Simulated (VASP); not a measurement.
These are LDA (Ceperley-Alder, Perdew-Zunger), VASP's LDA PAW potentials (set 64) (plane waves; VASP 6.6.1) values and carry that method's errors.

Input for VASP

INCAR:
```
# general
SYSTEM   =  WSi2
PREC     =  Accurate
ENCUT    =  300
LREAL    =  .False.
LASPH    =  .True.

# electronic loop
EDIFF    =  1E-6
NELM     =  100
ALGO     =  Normal
LMAXMIX  =  6

# smearing
ISMEAR   =  -1
SIGMA    =  0.1

# ions
ISIF     =  2

# output
LWAVE    =  .False.
LCHARG   =  .False.
```

KPOINTS:
```
K-points
0
gamma
  4 4 5
```

POSCAR:
```
WSi2
3.9471030
 -0.4099616858   0.4099616858   1.0000000000
  0.4099616858  -0.4099616858   1.0000000000
  0.4099616858   0.4099616858  -1.0000000000
Si W
2 1
Cartesian
  0.0000000000  -0.0000000000   1.3300000000
 -0.0000000000   0.0000000000   0.6700000000
  0.0000000000   0.0000000000   0.0000000000
```

POTCAR, in this order: Si W_sv (LDA.64 set). Program: vasp_std.

What VASP printed:

**OSZICAR**
```
       N       E                     dE             d eps       ncg     rms          rms(c)
DAV:   1     0.849625956296E+02    0.84963E+02   -0.81702E+03   818   0.101E+03
DAV:   2    -0.255543312542E+02   -0.11052E+03   -0.10892E+03   950   0.275E+02
DAV:   3    -0.282028254409E+02   -0.26485E+01   -0.26193E+01  1069   0.406E+01
DAV:   4    -0.282196980575E+02   -0.16873E-01   -0.16869E-01   929   0.379E+00
DAV:   5    -0.282199284423E+02   -0.23038E-03   -0.23038E-03  1111   0.397E-01    0.244E+01
DAV:   6    -0.274361096977E+02    0.78382E+00   -0.47192E+00   992   0.156E+01    0.814E+00
DAV:   7    -0.273375958259E+02    0.98514E-01   -0.36754E-01   908   0.352E+00    0.453E+00
DAV:   8    -0.273094041421E+02    0.28192E-01   -0.60557E-02  1013   0.201E+00    0.272E-01
DAV:   9    -0.273088758937E+02    0.52825E-03   -0.13345E-03   964   0.305E-01    0.165E-01
DAV:  10    -0.273087133051E+02    0.16259E-03   -0.33140E-04   985   0.186E-01    0.350E-02
DAV:  11    -0.273087071878E+02    0.61174E-05   -0.36789E-05  1027   0.493E-02    0.169E-02
DAV:  12    -0.273087069834E+02    0.20438E-06   -0.16954E-06   763   0.851E-03
   1 F= -.27308707E+02 E0= -.27304834E+02  d E =-.774627E-02
```

**OUTCAR**
```
------------------------ aborting loop because EDIFF is reached ----------------------------------------
  FORCE on cell =-STRESS in cart. coord.  units (eV):
  Direction    XX          YY          ZZ          XY          YZ          ZX
  --------------------------------------------------------------------------------------
  Total       -2.5867060     -2.5867060     -2.6164118      0.0000000      0.0000000     -0.0000000
  in kB     -100.2480069   -100.2480069   -101.3992556      0.0000000      0.0000000     -0.0000000
  external PRESSURE =    -100.6317565 kB  Pullay stress =       0.0000000 kB
  volume of cell :       41.34
      direct lattice vectors                 reciprocal lattice vectors
    -1.618161000  1.618161000  3.947103000     0.000000000  0.308992739  0.126675184
     1.618161000 -1.618161000  3.947103000     0.308992739  0.000000000  0.126675184
     1.618161000  1.618161000 -3.947103000     0.308992739  0.308992739  0.000000000
 POSITION                                       TOTAL-FORCE (eV/Angst)
 -----------------------------------------------------------------------------------
      0.00000      0.00000      5.24965         0.000000      0.000000      0.028280
      0.00000      0.00000      2.64456        -0.000000     -0.000000     -0.028280
      0.00000      0.00000      0.00000         0.000000      0.000000      0.000000
 -----------------------------------------------------------------------------------
    total drift:                                0.000000      0.000000     -0.000000
  FREE ENERGIE OF THE ION-ELECTRON SYSTEM (eV)
  ---------------------------------------------------
  free  energy   TOTEN  =       -27.3087069834 eV

  energy  without entropy=      -27.3009607090  energy(sigma->0) =      -27.30483385
```
(Selected blocks of OUTCAR.)

File OUTCAR:
```
 val. band max:       11.1507471827   @ k =   0.5000   0.0000   0.0000

 cond. band min:      11.7173847160   @ k =   0.2500   0.2500   0.2000


 Fermi energy:        11.6198104835

 k-point     1 :       0.0000    0.0000    0.0000
  band No.  band energies     occupation
      1     -61.8942      2.00000
      2     -26.3936      2.00000
      3     -26.3910      2.00000
      4     -26.3910      2.00000
      5      -2.2384      2.00000
      6       4.8835      2.00000
      7       7.8258      2.00000
      8       8.3069      2.00000
      9       8.8099      2.00000
     10       8.8099      2.00000
     11      12.1270      0.01246
     12      14.2013      0.00000
     13      14.6031      0.00000
     14      14.6031      0.00000
     15      14.6959      0.00000

 k-point     2 :       0.2500    0.0000    0.0000
  band No.  band energies     occupation
      1     -61.8905      2.00000
      2     -26.4936      2.00000
      3     -26.3859      2.00000
      4     -26.3815      2.00000
      5      -1.1061      2.00000
      6       4.5610      2.00000
      7       6.3029      2.00000
      8       7.8224      2.00000
      9       9.2050      2.00000
     10       9.4201      2.00000
     11      10.2241      2.00000
     12      12.7488      0.00003
     13      13.6287      0.00000
     14      15.8399      0.00000
     15      16.0397      0.00000

 k-point     3 :       0.5000    0.0000    0.0000
  band No.  band energies     occupation
      1     -61.8865      2.00000
      2     -26.5940      2.00000
      3     -26.3780      2.00000
      4     -26.3722      2.00000
      5       1.7168      2.00000
      6       1.8667      2.00000
      7       5.9343      2.00000
      8       6.8565      2.00000
      9       8.8291      2.00000
     10       8.8717      2.00000
     11      11.1507      1.98181
     12      14.1004      0.00000
     13      14.3502      0.00000
     14      15.4302      0.00000
     15      15.7426      0.00000
...
```

At this cut-off the stress carries a Pulay error, which pulls relaxed volumes low.  Unless said otherwise, spin-orbit coupling is left out, though it shifts the bands of the heavy elements here.

The structure is a typed WSi2 crystal (I4/mmm). The cell was not relaxed at this level. The k-mesh is coarse (spacing up to 0.55 per Å, 2π included), so the numbers may not be converged in it. The run is one of a series of settings (KPOINTS 4×4×5 Γ-centred mesh against the base run), some of them coarse on purpose.
